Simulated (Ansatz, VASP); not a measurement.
## Two plane-wave programs on BiO6

```
CELL_PARAMETERS angstrom
4.89120 0.00000 0.00000
0.00000 4.89120 0.00000
0.00000 0.00000 4.89120
ATOMIC_POSITIONS crystal
Bi 0.00000 0.00000 0.00000
O 0.50000 0.50000 0.12790
O 0.50000 0.50000 0.87210
O 0.12790 0.50000 0.50000
O 0.87210 0.50000 0.50000
O 0.50000 0.12790 0.50000
O 0.50000 0.87210 0.50000
```

Change from the starting cell: species swapped into the PrB6 type (Pm-3m, No. 221).

Alike in both runs: functional PBE; k mesh 4 × 4 × 4; occupations gaussian, width 0.1 eV; no spin polarisation.

Ansatz relaxed the structure, and its values are those at the end. VASP's run is a single point on that final structure, the one shown.

|  | VASP | Ansatz |
| --- | --- | --- |
| version | VASP 6.6.1 | Ansatz 0.2.0 |
| potentials or method | VASP PAW PBE potentials, release 64 (Bi_d, O) | scalar-relativistic, plane waves, PAW |
| plane-wave cutoff (eV) | 520 | 420 |
| valence electrons in the cell | 51 | 51 |

Ansatz gave:

| Property | Result |
| --- | --- |
| gap on the k mesh at the Fermi level (eV) | none |
| pressure (GPa) | 0.3 |
| rms of the force components (eV/Å) | 0.002 |

Question: Which values does VASP return?

Answer: gap on the k mesh at the Fermi level (eV): none; pressure (GPa): 1.5; rms of the force components (eV/Å): 0.461.

A gap of «none» marks a metal or a gap that the smearing closes. One of these differences is far larger than is usual between the two programs; its cause wasn't traced.

Caveats: the standard files for N, O and F lose accuracy on very short bonds; spin-orbit coupling is left out, which moves the levels of the heavy elements; an odd number of electrons without spin polarisation forces a metal; a magnetic or distorted state may lie lower.
